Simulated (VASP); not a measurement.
All values below come from PBE GGA, VASP's PBE PAW potentials (set 64) (plane waves; VASP). Each cell was relaxed at this level, without spin-orbit coupling.

### Question
Which of these comes out without a gap?
A) TiAl, P4/mmm (123)
B) SnO, P4/nmm (129)
C) CuI, F-43m (216)
D) Be2C, Fm-3m (225)

### Answer
A, TiAl, P4/mmm (123). The others have gaps of 0.46 eV (SnO, P4/nmm (129)), 1.16 eV (Be2C, Fm-3m (225)), 1.13 eV (CuI, F-43m (216)).
